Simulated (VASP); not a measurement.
Write the native input for VASP 6.6.1 that does the following.

```
Task                   : relaxation of cell and atoms
Functional             : r2SCAN
Potentials or basis    : VASP PAW PBE potentials, release 64 (Si, W_sv)
Cutoff                 : 600 eV
k mesh                 : 16 × 16 × 16
Occupations            : methfessel-paxton, width 0.1 eV
Spin                   : no spin polarisation
Further INCAR settings : ALGO = Normal; EDIFF = 1e-06; IBRION = 2; EDIFFG = -0.01; NSW = 90; ISIF = 3
```

The structure of Si2W lies in POSCAR:

```
Si2W
1.0
   -1.6069000000      1.6069000000      3.9149500000
    1.6069000000     -1.6069000000      3.9149500000
    1.6069000000      1.6069000000     -3.9149500000
Si W
2 1
Direct
    0.3347000000      0.3347000000      0.0000000000
    0.6653000000      0.6653000000      0.0000000000
    0.0000000000      0.0000000000      0.0000000000
```

The input as run:

INCAR

```
  PREC = Accurate
  ENCUT = 600
  EDIFF = 1E-6
  ISMEAR = 1
  SIGMA = 0.1
  LREAL = False
  LASPH = True
  NELM = 80
  ALGO = Normal
  ISIF = 3
  LWAVE = False
  LCHARG = False
  METAGGA = R2SCAN
  LMIXTAU = True
  IBRION = 2
  NSW = 90
  EDIFFG = -0.01
```

KPOINTS

```
regular mesh
0
Gamma
  16 16 16
```

Potentials or basis: VASP PAW PBE potentials, release 64 (Si, W_sv).

Command:

```sh
$ cat potpaw_PBE.64/Si/POTCAR potpaw_PBE.64/W_sv/POTCAR > POTCAR
$ mpirun -np 1 vasp_std > vasp.out
```

It gave:

```yaml
Relaxed_volume: 13.43 Å³/atom
Relaxed_cell: a = 4.515 Å, b = 4.515 Å, c = 4.515 Å, α = 138.31°, β = 138.31°, γ = 60.43°
Space_group_after_relaxing_to_0.05_Å: I4/mmm (No. 139)
Energy_gained_by_relaxing: 0.3 meV/atom
Ionic_steps: 5
Pressure_after_relaxing: 0.0 GPa
Largest_force_after_relaxing: 0.004 eV/Å
Band_gap_on_the_k_mesh: none (metal or under the smearing width)
```

Caveat: the PAW data sets were made with another functional, which shifts forces and pressure a little.

Run time: 44 min on 1 thread of Intel(R) Xeon(R) 6975P-C (Granite Rapids) (shared host), peak memory 0.44 GiB.
